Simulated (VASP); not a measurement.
Method: PBEsol GGA, VASP's PBE PAW potentials (set 64) (plane waves; VASP).

A VASP calculation is set up with these files.

File POSCAR:
```
Tc
1.0
  1.3368877386  -2.3155579216   0.0000000000
  1.3368877386   2.3155579216   0.0000000000
  0.0000000000   0.0000000000   4.2766261689
Tc
2
Cartesian
  1.3368877386   0.7718541842   1.0691565422
  1.3368877386  -0.7718541842   3.2074696267
```

File KPOINTS:
```
Automatic mesh
0
Gamma
16 16 9
0 0 0
```

### INCAR
```
! general
SYSTEM  = Tc
PREC    = Accurate
ENCUT   = 500
LREAL   = .False.
LASPH   = .True.

! electronic loop
EDIFF   = 1E-6
NELM    = 100
ALGO    = Normal
LMAXMIX = 4

! smearing
ISMEAR  = 1
SIGMA   = 0.1

! functional
GGA     = PS

! ions
IBRION  = 2
NSW     = 40
ISIF    = 3
EDIFFG  = -0.02
PSTRESS = 300

! output
LWAVE   = .False.
LCHARG  = .False.
```

POTCAR, in this order: Tc_pv (PBE.64 set). Program: vasp_std.

What VASP printed:

OUTCAR:
```
 ion  position               nearest neighbor table
   1  0.333  0.667  0.250-   2 2.64   2 2.64   2 2.64   2 2.64   2 2.64   2 2.64
   2  0.667  0.333  0.750-   1 2.64   1 2.64   1 2.64   1 2.64   1 2.64   1 2.64
  LATTYP: Found a hexagonal cell.
 ALAT       =     2.6737758533
 C/A-ratio  =     1.5994707124
 Subroutine PRICEL returns:
 Original cell was already a primitive cell.
 Subroutine GETGRP returns: Found 24 space group operations
The static configuration has the point symmetry D_3d.
 The point group associated with its full space group is D_6h.
The dynamic configuration has the point symmetry D_3d.
 Subroutine INISYM returns: Found 24 space group operations
 Subroutine IBZKPT returns following result:
 Found    150 irreducible k-points:

 Following reciprocal coordinates:
            Coordinates               Weight
  0.000000  0.000000  0.000000      1.000000
  0.062500  0.000000  0.000000      6.000000
  0.125000  0.000000  0.000000      6.000000
  0.187500 -0.000000  0.000000      6.000000
  0.250000  0.000000  0.000000      6.000000
  0.312500  0.000000  0.000000      6.000000
  0.375000 -0.000000  0.000000      6.000000
...
```

**OSZICAR**
```
       N       E                     dE             d eps       ncg     rms          rms(c)
DAV:   1     0.305675178744E+03    0.30568E+03   -0.16590E+04  5132   0.158E+03
DAV:   2    -0.161145690254E+02   -0.32179E+03   -0.31839E+03  5639   0.456E+02
DAV:   3    -0.239280524796E+02   -0.78135E+01   -0.76678E+01  5897   0.821E+01
DAV:   4    -0.240117661872E+02   -0.83714E-01   -0.82378E-01  5613   0.782E+00
DAV:   5    -0.240124353094E+02   -0.66912E-03   -0.66903E-03  5702   0.707E-01    0.287E+01
DAV:   6    -0.226431616964E+02    0.13693E+01   -0.29920E+00  5392   0.176E+01    0.983E+00
DAV:   7    -0.224480439464E+02    0.19512E+00   -0.70114E-01  5726   0.774E+00    0.104E+00
DAV:   8    -0.224358846106E+02    0.12159E-01   -0.15568E-02  5235   0.144E+00    0.300E-01
DAV:   9    -0.224359024711E+02   -0.17861E-04   -0.40381E-04  5959   0.169E-01    0.269E-02
DAV:  10    -0.224359030193E+02   -0.54820E-06   -0.18818E-05  5303   0.390E-02    0.869E-03
DAV:  11    -0.224359029358E+02    0.83480E-07   -0.25369E-07  2682   0.548E-03
   1 F= -.17478062E+02 E0= -.17477911E+02  d E =-.174781E+02
       N       E                     dE             d eps       ncg     rms          rms(c)
DAV:   1    -0.260770307460E+02   -0.36411E+01   -0.13459E+02  5160   0.138E+02    0.309E+01
DAV:   2    -0.217583664806E+02    0.43187E+01   -0.10529E+01  5164   0.383E+01    0.444E+00
DAV:   3    -0.214112358083E+02    0.34713E+00   -0.18149E+00  5544   0.141E+01    0.462E+00
DAV:   4    -0.214911550738E+02   -0.79919E-01   -0.82861E-02  5300   0.256E+00    0.579E-01
DAV:   5    -0.214992472279E+02   -0.80922E-02   -0.19116E-02  5513   0.132E+00    0.940E-02
DAV:   6    -0.214995920189E+02   -0.34479E-03   -0.36970E-04  5161   0.173E-01    0.203E-02
DAV:   7    -0.214995924764E+02   -0.45752E-06   -0.83083E-06  5923   0.250E-02
   2 F= -.17112177E+02 E0= -.17112109E+02  d E =0.365886E+00
       N       E                     dE             d eps       ncg     rms          rms(c)
DAV:   1    -0.254473161809E+02   -0.39477E+01   -0.10029E+02  5273   0.131E+02    0.199E+01
DAV:   2    -0.224625836419E+02    0.29847E+01   -0.80848E+00  5282   0.305E+01    0.394E+00
DAV:   3    -0.222909105187E+02    0.17167E+00   -0.12717E+00  5421   0.112E+01    0.240E+00
DAV:   4    -0.223485347067E+02   -0.57624E-01   -0.67397E-02  5142   0.204E+00    0.102E+00
DAV:   5    -0.223460780793E+02    0.24566E-02   -0.12324E-02  5606   0.113E+00    0.181E-01
DAV:   6    -0.223465997448E+02   -0.52167E-03   -0.43132E-04  5320   0.191E-01    0.234E-02
DAV:   7    -0.223466029385E+02   -0.31938E-05   -0.91392E-06  5482   0.251E-02    0.382E-03
DAV:   8    -0.223466029721E+02   -0.33541E-07   -0.11930E-07  2679   0.317E-03
   3 F= -.17497219E+02 E0= -.17496953E+02  d E =-.191570E-01
       N       E                     dE             d eps       ncg     rms          rms(c)
DAV:   1    -0.223426205006E+02    0.39824E-02   -0.74905E-03  5237   0.107E+00    0.193E-01
DAV:   2    -0.223423771958E+02    0.24330E-03   -0.65159E-04  5245   0.278E-01    0.284E-02
DAV:   3    -0.223423651481E+02    0.12048E-04   -0.87976E-05  5526   0.932E-02    0.261E-02
DAV:   4    -0.223423715038E+02   -0.63556E-05   -0.41913E-06  4949   0.172E-02    0.256E-03
DAV:   5    -0.223423717016E+02   -0.19779E-06   -0.78319E-07  2594   0.894E-03
   4 F= -.17497250E+02 E0= -.17496978E+02  d E =-.191871E-01
```

### OUTCAR
```
------------------------ aborting loop because EDIFF is reached ----------------------------------------
  FORCE on cell =-STRESS in cart. coord.  units (eV):
  Direction    XX          YY          ZZ          XY          YZ          ZX
  --------------------------------------------------------------------------------------
  Total        4.8428563      4.8428582      4.8370348      0.0000000     -0.0000000     -0.0000000
  in kB      299.8597068    299.8598227    299.4992487      0.0000000     -0.0000000     -0.0000000
  external PRESSURE =      -0.2604073 kB  Pullay stress =     300.0000000 kB
  volume of cell :       25.88
      direct lattice vectors                 reciprocal lattice vectors
     1.326694081 -2.297901998  0.000000000     0.376876634 -0.217589784  0.000000000
     1.326694081  2.297901998 -0.000000000     0.376876634  0.217589784 -0.000000000
     0.000000000  0.000000000  4.243866998     0.000000000  0.000000000  0.235634152
 POSITION                                       TOTAL-FORCE (eV/Angst)
 -----------------------------------------------------------------------------------
      1.32669      0.76597      1.06097         0.000000     -0.000000      0.000000
      1.32669     -0.76597      3.18290        -0.000000      0.000000      0.000000
 -----------------------------------------------------------------------------------
    total drift:                               -0.000000      0.000572     -0.000043
  FREE ENERGIE OF THE ION-ELECTRON SYSTEM (eV)
  ---------------------------------------------------
  free  energy   TOTEN  =       -22.3423717016 eV

  energy  without entropy=      -22.3415582909  energy(sigma->0) =      -22.34210056
  enthalpy is  TOTEN    =       -17.4972495919 eV   P V=        4.8451221096

 reached required accuracy - stopping structural energy minimisation
```
(Selected blocks of OUTCAR.)

**CONTCAR**
```
Tc
   1.00000000000000
     1.3266940805017713   -2.2979019977940527    0.0000000000000000
     1.3266940805017713    2.2979019977940527   -0.0000000000000000
     0.0000000000000000    0.0000000000000000    4.2438669984226394
  Tc
     2
Direct
     0.3333330000000032    0.6666669999999968    0.2500000000000000
     0.6666669999999968    0.3333330000000032    0.7500000000000000
```

Energy and stress use the plane-wave basis of the starting cell.

The compound is Tc in the hcp structure. This run relaxes it under an external pressure of 30 GPa. Symmetry was kept, so distortions that lower it aren't found.
